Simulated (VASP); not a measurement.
# CaC2 (I4/mmm) in VASP: notebook, part 2 of 2

VASP 6.6.1. Earlier steps stand in the parts before.

## Step 4: Single point, LDA (strain -0.1000 x Voigt [0, 0, 1, 0, 0, 0], atoms carried along)

INCAR

```
SYSTEM = CaC2
PREC = Accurate ; ENCUT = 520
EDIFF = 1E-7 ; ISMEAR = 0
SIGMA = 0.05 ; LREAL = .FALSE.
LASPH = .TRUE. ; NELM = 100
ALGO = Normal ; ISIF = 2
LWAVE = .FALSE. ; LCHARG = .TRUE.
GGA = CA ; LELF = .TRUE.
LVHAR = .TRUE. ; NBANDS = 16
```

KPOINTS

```
Automatic mesh
0
G
  10 10 10
  0 0 0
```

POSCAR

```
CaC2
1.0
   -1.9342985994      1.9342985994      2.8819001182
    1.9342985994     -1.9342985994      2.8819001182
    1.9342985994      1.9342985994     -2.8819001182
Ca C
1 2
Direct
    0.0000000000      0.0000000000      0.0000000000
    0.5978927200      0.5978927200      0.0000000000
    0.4021072800      0.4021072800      0.0000000000
```

Potentials or basis: VASP PAW LDA potentials, release 64 (Ca_sv, C).

Started as:

```
cat potpaw_LDA.64/Ca_sv/POTCAR potpaw_LDA.64/C/POTCAR > POTCAR
mpirun -np 1 vasp_std > vasp.out
```

OUTCAR:

```text
SYSTEM = CaC2
   PREC = Accurate
   ENCUT = 520
   EDIFF = 1E-7
   ISMEAR = 0
   LREAL = .FALSE.
   LASPH = .TRUE.
   NELM = 100
   ISIF = 2
   GGA = CA

 ion  position               nearest neighbor table
   1  0.000  0.000  0.000-   2 2.32   3 2.32
   2  0.598  0.598  0.000-   3 1.13   1 2.32
   3  0.402  0.402  0.000-   2 1.13   1 2.32

  LATTYP: Found a body centered tetragonal cell.
 ALAT       =     3.8685971988
 C/A-ratio  =     1.4898941245

  Lattice vectors:

 A1 = (  -1.9342985994,   1.9342985994,   2.8819001182)
 A2 = (   1.9342985994,  -1.9342985994,   2.8819001182)
 A3 = (   1.9342985994,   1.9342985994,  -2.8819001182)

Analysis of symmetry for initial positions (statically):
=====================================================================
 Subroutine PRICEL returns:
 Original cell was already a primitive cell.

 Routine SETGRP: Setting up the symmetry group for a
 body centered tetragonal supercell.

 Subroutine GETGRP returns: Found 16 space group operations
 (whereof 16 operations were pure point group operations)
 out of a pool of 16 trial point group operations.
[... 161 lines left out ...]
  ext. energy  EPLUGINS =         0.00000000
  ---------------------------------------------------
  free energy    TOTEN  =       -21.14881910 eV

  energy without entropy =      -21.14881910  energy(sigma->0) =      -21.14881910

 E-fermi :   1.8381     XC(G=0): -10.1747

 val. band max:        1.6446846298   @ k =  -0.3000  -0.3000   0.3000
 cond. band min:       3.0193469344   @ k =   0.5000   0.5000  -0.0000
 fundamental gap:      1.3746623046
 Fermi energy:         1.8381252394

 k-point     1 :       0.0000    0.0000    0.0000
  band No.  band energies     occupation
      1     -36.0953      2.00000
      2     -17.4400      2.00000
      3     -17.4400      2.00000
      4     -17.3241      2.00000
      5     -11.5222      2.00000
      6      -1.1819      2.00000
[... 433 lines left out ...]
      3     -17.5415      2.00000
      4     -17.4072      2.00000
      5     -11.0973      2.00000
      6      -1.7821      2.00000
[... 8 lines left out ...]
     15      10.1766      0.00000
     16      11.0444      0.00000

 [... further k-points ...]
[... 5 lines left out ...]
  --------------------------------------------------------------------------------------
  -------------------------------------------------------------------------------------
  Total       -0.8689566     -0.8689566     22.2325318      0.0000000      0.0000000      0.0000000
  in kB      -32.2791959    -32.2791959    825.8735434      0.0000000      0.0000000      0.0000000
  external PRESSURE =     253.7717172 kB  Pullay stress =       0.0000000 kB

 VOLUME and BASIS-vectors are now :
 -----------------------------------------------------------------------------
  energy-cutoff  :      520.00
  volume of cell :       43.13
      direct lattice vectors                 reciprocal lattice vectors
    -1.934298599  1.934298599  2.881900118     0.000000000  0.258491631  0.173496644
     1.934298599 -1.934298599  2.881900118     0.258491631  0.000000000  0.173496644
     1.934298599  1.934298599 -2.881900118     0.258491631  0.258491631  0.000000000

 POSITION                                       TOTAL-FORCE (eV/Angst)
 -----------------------------------------------------------------------------------
      0.00000      0.00000      0.00000        -0.000000     -0.000000      0.000000
      0.00000      0.00000      3.44613         0.000000      0.000000     13.289665
      0.00000      0.00000      2.31767        -0.000000     -0.000000    -13.289665
 -----------------------------------------------------------------------------------
    total drift:                               -0.000000     -0.000000      0.000000

  FREE ENERGIE OF THE ION-ELECTRON SYSTEM (eV)
  ---------------------------------------------------
  free  energy   TOTEN  =       -21.1488190989 eV

  energy  without entropy=      -21.1488190989  energy(sigma->0) =      -21.14881910
```

stdout:

```text
POSCAR found type information on POSCAR CaC
 POSCAR found :  2 types and       3 ions
 scaLAPACK will be used
 LDA part: xc-table for (Slater(with rela. corr.)+CA(PZ))
 , standard interpolation
 POSCAR, INCAR and KPOINTS ok, starting setup
 FFT: planning ... GRIDC
 FFT: planning ... GRID_SOFT
 FFT: planning ... GRID
 WAVECAR not read
 entering main loop
```

It took 56 s on 1 thread of Intel Xeon Platinum 8488C (Sapphire Rapids), shared host; peak memory 0.19 GiB.

What came out:

```yaml
Free_energy: -21.1488 eV
Pressure: 25.4 GPa
Largest_force: 13.290 eV/Å
Band_gap_on_the_k_mesh: 1.37 eV, indirect (least direct gap 2.64 eV)
```

Forces in eV/Å, atoms in the order of the input:
```
Ca    0.000   0.000   0.000
C     0.000   0.000  13.290
C     0.000   0.000 -13.290
```

Caveat: the standard files for N, O and F lose accuracy on very short bonds; so large a pressure means that the cell lies far from this level's equilibrium, or that cutoff or potentials fall short; forces of over 1 eV/Å show positions far from the minimum, so gaps and moduli don't describe the material at rest.

## Step 5: Single point, LDA (strain -0.0750 x Voigt [0, 0, 1, 0, 0, 0], atoms carried along)

INCAR

```
PREC = Accurate ; ENCUT = 520
EDIFF = 1E-6 ; ISMEAR = 0
SIGMA = 0.05 ; LREAL = F
LASPH = T ; NELM = 100
ALGO = Fast ; ISIF = 2
LWAVE = F ; LCHARG = F
GGA = CA ; NBANDS = 16
```

KPOINTS

```
regular mesh
0
Gamma
  10 10 10
```

POSCAR

```
CaC2
1.0
   -1.9342985994      1.9342985994      2.9619528993
    1.9342985994     -1.9342985994      2.9619528993
    1.9342985994      1.9342985994     -2.9619528993
Ca C
1 2
Direct
    0.0000000000      0.0000000000      0.0000000000
    0.5978927200      0.5978927200      0.0000000000
    0.4021072800      0.4021072800      0.0000000000
```

Started as:

```
cat potpaw_LDA.64/Ca_sv/POTCAR potpaw_LDA.64/C/POTCAR > POTCAR
mpirun -np 1 vasp_std > vasp.out
```

It took 81 s on 1 thread of Intel Xeon Platinum 8488C (Sapphire Rapids), shared host; peak memory 0.19 GiB.

It converged, with:

```yaml
Free_energy: -21.6555 eV
Pressure: 15.7 GPa
Largest_force: 9.121 eV/Å
Band_gap_on_the_k_mesh: 1.37 eV, indirect (least direct gap 2.54 eV)
```

Forces in eV/Å, atoms in the order of the input:
```
Ca   0.000  0.000  0.000
C    0.000  0.000  9.121
C    0.000  0.000 -9.121
```

Stress tensor (GPa, compression positive):
```
-3.34  0.00  0.00
 0.00 -3.34  0.00
 0.00  0.00 53.64
```

Levels at points of the mesh, in eV from the valence-band top:
```tsv
k point	band 6	band 7	band 8	band 9	band 10	band 11	band 12	band 13
(0.00, 0.00, 0.00)	-2.77	-1.34	-1.16	-1.16	3.32	3.32	4.78	5.20
(0.50, 0.00, 0.00)	-4.13	-2.24	-2.06	-0.55	5.51	6.37	6.63	6.64
(0.50, 0.50, 0.00)	-2.93	-2.27	-1.65	-1.17	1.37	6.75	7.09	7.59
(0.50, 0.50, 0.50)	-3.80	-1.87	-1.87	-0.17	3.20	6.41	6.74	7.43
```

Caveat: the standard files for N, O and F lose accuracy on very short bonds; so large a pressure means that the cell lies far from this level's equilibrium, or that cutoff or potentials fall short; forces of over 1 eV/Å show positions far from the minimum, so gaps and moduli don't describe the material at rest.

## Step 6: Summary

| cell | gap on the mesh (eV) | pressure (GPa) | largest force (eV/Å) |
| --- | --- | --- | --- |
| strain +0.0250 x Voigt [0, 0, 1, 0, 0, 0], atoms carried along | 1.06 | -8.3 | 1.87 |
| strain +0.0875 x Voigt [0, 0, 1, 0, 0, 0], atoms carried along | 0.81 | -15.3 | 5.56 |
| strain -0.1000 x Voigt [0, 0, 1, 0, 0, 0], atoms carried along | 1.37 | 25.4 | 13.29 |
| strain -0.0750 x Voigt [0, 0, 1, 0, 0, 0], atoms carried along | 1.37 | 15.7 | 9.12 |

Alike in all rows: task single point; level LDA; potentials or basis VASP PAW LDA potentials, release 64 (Ca_sv, C); no spin polarisation; k mesh 10 × 10 × 10; cutoff (eV) 520; smearing gaussian 0.05 eV.

Caveats: forces of over 1 eV/Å show positions far from the minimum, so gaps and moduli don't describe the material at rest; so large a pressure means that the cell lies far from this level's equilibrium, or that cutoff or potentials fall short (some runs); the standard files for N, O and F lose accuracy on very short bonds (some runs).

Absolute energies hang on the potentials; compare differences alone.
